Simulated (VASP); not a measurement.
Output of a VASP run:

**OUTCAR**
```
 ion  position               nearest neighbor table
   1  0.000  0.000  0.000-
   2  0.500  0.500  0.500-
  LATTYP: Found a face centered cubic cell.
 ALAT       =     6.5240452426
 Subroutine PRICEL returns:
 Original cell was already a primitive cell.
 Subroutine GETGRP returns: Found 48 space group operations
The static configuration has the point symmetry O_h .
The dynamic configuration has the point symmetry O_h .
 Subroutine INISYM returns: Found 48 space group operations
 Subroutine IBZKPT returns following result:
 Found     16 irreducible k-points:

 Following reciprocal coordinates:
            Coordinates               Weight
  0.000000  0.000000  0.000000      1.000000
  0.166667  0.000000  0.000000      8.000000
  0.333333  0.000000  0.000000      8.000000
  0.500000  0.000000  0.000000      4.000000
  0.166667  0.166667  0.000000      6.000000
  0.333333  0.166667  0.000000     24.000000
  0.500000  0.166667  0.000000     24.000000
 -0.333333  0.166667  0.000000     24.000000
 -0.166667  0.166667  0.000000     12.000000
  0.333333  0.333333  0.000000      6.000000
  0.500000  0.333333  0.000000     24.000000
 -0.333333  0.333333  0.000000     12.000000
  0.500000  0.500000  0.000000      3.000000
  0.500000  0.333333  0.166667     24.000000
 -0.333333  0.333333  0.166667     24.000000
 -0.333333  0.500000  0.166667     12.000000
   k-points           NKPTS =     16   k-points in BZ     NKDIM =     16   number of bands    NBANDS=     11
   number of dos      NEDOS =    301   number of ions     NIONS =      2
   total plane-waves  NPLWV =  46656
   dimension x,y,z NGX =    36 NGY =   36 NGZ =   36
   dimension x,y,z NGXF=    72 NGYF=   72 NGZF=   72
   ions per type =               1   1
   PREC   = accura    normal or accurate (medium, high low for compatibility)
   ISTART =      0    job   : 0-new  1-cont  2-samecut
   ICHARG =      2    charge: 1-file 2-atom 10-const
   ISPIN  =      1    spin polarized calculation?
   LNONCOLLINEAR =      F non collinear calculations
   LSORBIT =      F    spin-orbit coupling
   INIWAV =      1    electr: 0-lowe 1-rand  2-diag
   ENCUT  =  480.0 eV  35.28 Ry    5.94 a.u.   8.24  8.24  8.24*2*pi/ulx,y,z
   NELM   =    100;   NELMIN=  2; NELMDL= -5     # of ELM steps
   EDIFF  = 0.1E-05   stopping-criterion for ELM
   LREAL  =      F    real-space projection
   NLSPLINE    = F    spline interpolate recip. space projectors
   LMAXMIX     =    4 max onsite mixed and CHGCAR
   VOSKOWN=      0    Vosko Wilk Nusair interpolation
   EDIFFG = -.1E-01   stopping-criterion for IOM
   NSW    =     60    number of steps for IOM
   NBLOCK =      1;   KBLOCK =     60    inner block; outer block
   IBRION =      2    ionic relax: 0-MD 1-quasi-New 2-CG
   NFREE  =      1    steps in history (QN), initial steepest desc. (CG)
   ISIF   =      3    stress and relaxation
   ISYM   =      2    0-nonsym 1-usesym 2-fastsym
   TEIN   =    0.0    initial temperature
   TEBEG  =    0.0;   TEEND  =   0.0 temperature during run
   SMASS  =  -3.00    Nose mass-parameter (am)
   PSTRESS=    0.0 pullay stress
   NELECT =      14.0000    total number of electrons
   EFERMI =   0.00;   METHOD = LEGACY
   ISMEAR =     0;   SIGMA  =   0.05  broadening in eV -4-tet -1-fermi 0-gaus
   IALGO  =     38    algorithm
   LDIAG  =      T    sub-space diagonalisation (order eigenvalues)
   IMIX   =      4    mixing-type and parameters
     AMIX     =   0.40;   BMIX     =  1.00
     AMIX_MAG =   1.60;   BMIX_MAG =  1.00
     AMIN     =   0.10
   GGA     = PE    functional components
   VOSKOWN =     0    Vosko Wilk Nusair interpolation
   LHFCALC =     F    Hartree Fock is set to
   LHFONE  =     F    Hartree Fock one center treatment
   AEXX    =    0.0000 exact exchange contribution
   IVDW    =     0    specifies the selected vdW correction
   LEPSILON=     F    determine dielectric tensor
   LRPA    =     F    only Hartree local field effects (RPA)
...
```

OSZICAR:
```
       N       E                     dE             d eps       ncg     rms          rms(c)
DAV:   1     0.815314708814E+02    0.81531E+02   -0.66804E+03   360   0.108E+03
DAV:   2     0.477324275650E+00   -0.81054E+02   -0.76321E+02   412   0.236E+02
DAV:   3    -0.530946551735E+01   -0.57868E+01   -0.57573E+01   427   0.651E+01
DAV:   4    -0.545411067917E+01   -0.14465E+00   -0.14455E+00   405   0.113E+01
DAV:   5    -0.545850067912E+01   -0.43900E-02   -0.43899E-02   411   0.206E+00    0.161E+00
DAV:   6    -0.539435647652E+01    0.64144E-01   -0.91272E-02   406   0.200E+00    0.110E+00
DAV:   7    -0.538508520329E+01    0.92713E-02   -0.76146E-02   406   0.168E+00    0.591E-01
DAV:   8    -0.538727850647E+01   -0.21933E-02   -0.55739E-03   358   0.721E-01    0.160E-01
DAV:   9    -0.538724234974E+01    0.36157E-04   -0.15254E-04   397   0.136E-01    0.453E-02
DAV:  10    -0.538725760082E+01   -0.15251E-04   -0.43286E-05   403   0.795E-02    0.687E-03
DAV:  11    -0.538725801227E+01   -0.41145E-06   -0.45351E-06   373   0.237E-02
   1 F= -.53872580E+01 E0= -.53872580E+01  d E =-.538726E+01
```

File OUTCAR:
```
------------------------ aborting loop because EDIFF is reached ----------------------------------------
  FORCE on cell =-STRESS in cart. coord.  units (eV):
  Direction    XX          YY          ZZ          XY          YZ          ZX
  --------------------------------------------------------------------------------------
  Total        0.0169175      0.0169175      0.0169175     -0.0000000     -0.0000000      0.0000000
  in kB        0.3904417      0.3904417      0.3904417     -0.0000000     -0.0000000      0.0000000
  external PRESSURE =       0.3904417 kB  Pullay stress =       0.0000000 kB
  volume of cell :       69.42
      direct lattice vectors                 reciprocal lattice vectors
     0.000000000  3.262022621  3.262022621    -0.153279133  0.153279133  0.153279133
     3.262022621  0.000000000  3.262022621     0.153279133 -0.153279133  0.153279133
     3.262022621  3.262022621  0.000000000     0.153279133  0.153279133 -0.153279133
  FREE ENERGIE OF THE ION-ELECTRON SYSTEM (eV)
  ---------------------------------------------------
  free  energy   TOTEN  =        -5.3872580123 eV

  energy  without entropy=       -5.3872580123  energy(sigma->0) =       -5.38725801

 reached required accuracy - stopping structural energy minimisation
```
(Selected blocks of OUTCAR.)

### POSCAR
```
NaI
1
    0.0000000000     3.2620226213     3.2620226213
    3.2620226213    -0.0000000000     3.2620226213
    3.2620226213     3.2620226213     0.0000000000
Na I
1 1
Direct
  0.0000000000   0.0000000000   0.0000000000
  0.5000000000   0.5000000000   0.5000000000
```

Q: Reconstruct the remaining input files.

A: One answer among several that fit: the input of the run itself, PBE GGA, plane waves, VASP's PBE PAW potentials (set 64).

File KPOINTS:
```
Automatic mesh
0
gamma
 6 6 6
```

**INCAR**
```
SYSTEM = NaI
PREC = Accurate
ENCUT = 480
EDIFF = 1E-6
NELM = 100
ALGO = Normal
LREAL = .FALSE.
LASPH = .TRUE.
ISMEAR = 0
SIGMA = 0.05
GGA = PE
LMAXMIX = 4
LWAVE = .FALSE.
LCHARG = .FALSE.
IBRION = 2
ISIF = 3
NSW = 60
EDIFFG = -0.01
```

POTCAR, in this order: Na_pv I (PBE.64 set). Program: vasp_std.

The compound is NaI in the rock salt structure. It was relaxed first. The start is the result of an earlier pass.
